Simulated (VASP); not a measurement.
A run of VASP 6.6.1:

Contents of INCAR:

```
  PREC = Accurate
  ENCUT = 520
  EDIFF = 1E-7
  ISMEAR = 1
  SIGMA = 0.1
  LREAL = F
  LASPH = T
  NELM = 60
  ALGO = Normal
  ISIF = 2
  LWAVE = F
  LCHARG = F
  METAGGA = R2SCAN
  LMIXTAU = T
  IBRION = 2
  NSW = 60
  EDIFFG = -0.005
```

Contents of KPOINTS:

```
regular mesh
0
Gamma
  11 7 5
```

File POSCAR:

```
LiBe
1.0
    2.2959861536      0.0000000000      0.0000000000
    0.0000000000      3.6127729800      0.0000000000
   -0.4017425219      0.0000000000      5.5135259934
Be Li
2 2
Direct
    0.2471440000      0.7502980000      0.4273960000
    0.7547660000      0.2467340000      0.5763820000
    0.2380650000      0.7417670000      0.8405360000
    0.7374010000      0.2510880000      0.1595810000
```

Potentials or basis: VASP PAW PBE potentials, release 64 (Be, Li_sv).

Launch:

```console
$ cat potpaw_PBE.64/Be/POTCAR potpaw_PBE.64/Li_sv/POTCAR > POTCAR
$ mpirun -np 1 vasp_std > vasp.out
```

Hardware: 1 thread of Intel(R) Xeon(R) 6975P-C (Granite Rapids) (shared host).

Q: Estimate the wall time of this run.

A: It took 37 min on 1 thread of Intel(R) Xeon(R) 6975P-C (Granite Rapids) (shared host), peak memory 0.23 GiB. Counts: scf iterations 234, k points 193, ion steps 29.
